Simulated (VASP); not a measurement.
OSZICAR of a VASP run on CdS (space group P6_3mc):

### OSZICAR
```
       N       E                     dE             d eps       ncg     rms          rms(c)
DAV:   1     0.177186077025E+03    0.17719E+03   -0.13419E+04  1592   0.974E+02
DAV:   2    -0.441162086206E+01   -0.18160E+03   -0.17838E+03  1800   0.286E+02
DAV:   3    -0.132797758206E+02   -0.88682E+01   -0.88429E+01  1896   0.641E+01
DAV:   4    -0.133720189471E+02   -0.92243E-01   -0.92211E-01  1830   0.652E+00
DAV:   5    -0.133736383076E+02   -0.16194E-02   -0.16193E-02  1920   0.819E-01    0.115E+01
DAV:   6    -0.123031592717E+02    0.10705E+01   -0.25471E+00  1996   0.157E+01    0.901E+00
DAV:   7    -0.122819133945E+02    0.21246E-01   -0.82955E-01  1854   0.512E+00    0.387E+00
DAV:   8    -0.122766010122E+02    0.53124E-02   -0.11811E-01  1766   0.340E+00    0.503E-01
DAV:   9    -0.122750130499E+02    0.15880E-02   -0.21327E-02  1850   0.180E+00    0.141E-01
DAV:  10    -0.122751225401E+02   -0.10949E-03   -0.15907E-03  1838   0.440E-01    0.106E-01
DAV:  11    -0.122752274562E+02   -0.10492E-03   -0.19984E-04  1834   0.978E-02    0.874E-02
DAV:  12    -0.122752951864E+02   -0.67730E-04   -0.19439E-04  1770   0.818E-02    0.290E-02
DAV:  13    -0.122752934072E+02    0.17792E-05   -0.16484E-05  1902   0.270E-02    0.493E-03
DAV:  14    -0.122752943148E+02   -0.90763E-06   -0.13131E-06  1446   0.757E-03
   1 F= -.12275294E+02 E0= -.12275294E+02  d E =-.233300E-43
```

### Question
Which electronic solver shows in the log?

### Answer
It is blocked Davidson (ALGO = Normal, or the opening steps of other solvers). The INCAR had ALGO = Normal.

### Question
Can the final energy be trusted as converged?

### Answer
Self-consistency was reached. It stopped with EDIFF = 1E-6, NELM = 100 (PBE GGA, plane waves, VASP's PBE PAW potentials (set 64)).

The structure comes from a computed database's CdS entry (P6_3mc); how it stands against other phases isn't given here. The cell was not relaxed at this level.
